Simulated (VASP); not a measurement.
Input:

```
B31N31O
1.0
    7.24888     0.00000     0.00000
    0.00000     7.24888     0.00000
    0.00000     0.00000     7.24888
B N O
31 31 1
Direct
  0.49894   0.00084   0.00024
  0.74780   0.24969   0.00063
  0.74785   0.00116   0.24919
  0.00028   0.99950   0.99901
  0.25112   0.24853   0.00028
  0.49995   0.49744   0.00071
  0.75027   0.74926   0.99935
  0.25122   0.00083   0.24799
  0.75182   0.50154   0.24923
  0.50006   0.00134   0.49684
  0.75188   0.24983   0.50098
  0.75025   0.99988   0.74877
  0.99962   0.49989   0.99935
  0.24989   0.74989   0.99901
  0.00019   0.24974   0.24922
  0.25141   0.49748   0.24919
  0.50009   0.74988   0.24923
  0.99967   0.99992   0.49936
  0.25157   0.24982   0.49683
  0.50003   0.50163   0.50096
  0.74995   0.75069   0.49912
  0.24993   0.99959   0.74933
  0.50006   0.24986   0.74926
  0.74988   0.49965   0.75013
  0.00028   0.74986   0.24914
  0.00093   0.49969   0.49917
  0.25018   0.74933   0.49939
  0.00023   0.24968   0.74932
  0.25017   0.49997   0.74876
  0.49993   0.74995   0.74933
  0.00006   0.74971   0.74919
  0.63670   0.11301   0.11249
  0.87400   0.37519   0.12666
  0.87405   0.12725   0.37469
  0.12515   0.12518   0.12470
  0.36335   0.38625   0.11257
  0.62549   0.62365   0.12670
  0.87681   0.87387   0.12419
  0.36349   0.11326   0.38562
  0.87664   0.62639   0.37541
  0.62556   0.12730   0.62313
  0.87660   0.37592   0.62585
  0.87684   0.12468   0.87337
  0.12424   0.62651   0.12416
  0.37558   0.87491   0.12466
  0.12595   0.37522   0.37463
  0.37754   0.62380   0.37467
  0.62551   0.87575   0.37460
  0.12430   0.12478   0.62588
  0.37755   0.37529   0.62307
  0.62621   0.62641   0.62582
  0.87556   0.87555   0.62468
  0.37557   0.12527   0.87436
  0.62541   0.37516   0.87515
  0.87551   0.62518   0.87497
  0.12471   0.87438   0.37564
  0.12576   0.62529   0.62474
  0.37504   0.87406   0.62589
  0.12463   0.37618   0.87383
  0.37501   0.62650   0.87338
  0.62654   0.87438   0.87382
  0.12555   0.87522   0.87467
  0.63682   0.38658   0.38596
```
Cell charge +1.

Level of theory: PBE GGA, VASP's PBE PAW potentials (set 64) (plane waves; VASP). Run with PREC = Normal, LREAL = Auto, ISYM = 0, NELECT = 253.0, 400 eV cut-off, 1×1×1 Γ-centred mesh, Gaussian smearing of 0.050 eV, potentials B N O. Starting moments (MAGMOM): 63*0.0476. The cell's moment is fixed (NUPDOWN = 3).

At this cut-off the stress carries a Pulay error, which pulls relaxed volumes low. The cell is charged, with a uniform compensating background.  The supercell is sampled at Γ alone, which is coarse: total energies, pressure and levels can be off, energies of defects by several tenths of an eV.

### Question
Predict the cell moment, energy per atom (σ→0), pressure.

### Answer

- cell moment = 3.00 μB
- energy per atom (σ→0) = -8.720 eV/atom
- pressure = -9.08 GPa

### Question
Give the moment on each site (PAW-sphere projection).

### Answer

| site | moment (μB) |
|---|---|
| B1 | -0.01 |
| B2 | -0.01 |
| B3 | -0.01 |
| B4 | 0.00 |
| B5 | -0.01 |
| B6 | -0.01 |
| B7 | 0.00 |
| B8 | -0.01 |
| B9 | 0.00 |
| B10 | -0.01 |
| B11 | 0.00 |
| B12 | 0.00 |
| B13 | 0.00 |
| B14 | 0.00 |
| B15 | 0.00 |
| B16 | -0.01 |
| B17 | 0.00 |
| B18 | 0.00 |
| B19 | -0.01 |
| B20 | 0.00 |
| B21 | 0.00 |
| B22 | 0.00 |
| B23 | 0.00 |
| B24 | 0.00 |
| B25 | 0.01 |
| B26 | 0.00 |
| B27 | 0.00 |
| B28 | 0.01 |
| B29 | 0.00 |
| B30 | 0.01 |
| B31 | 0.00 |
| N32 | 0.40 |
| N33 | 0.02 |
| N34 | 0.02 |
| N35 | 0.02 |
| N36 | 0.40 |
| N37 | 0.02 |
| N38 | 0.07 |
| N39 | 0.40 |
| N40 | 0.03 |
| N41 | 0.02 |
| N42 | 0.03 |
| N43 | 0.07 |
| N44 | 0.07 |
| N45 | 0.02 |
| N46 | 0.02 |
| N47 | 0.02 |
| N48 | 0.02 |
| N49 | 0.07 |
| N50 | 0.02 |
| N51 | 0.03 |
| N52 | 0.03 |
| N53 | 0.02 |
| N54 | 0.02 |
| N55 | 0.03 |
| N56 | 0.06 |
| N57 | 0.03 |
| N58 | 0.07 |
| N59 | 0.06 |
| N60 | 0.07 |
| N61 | 0.06 |
| N62 | 0.03 |
| O63 | 0.07 |

Total energies compare only between runs with the same potentials, cut-off and functional.

The cell is a supercell with a defect, built from BN (zinc blende): O_N-vac_B, charge +1.
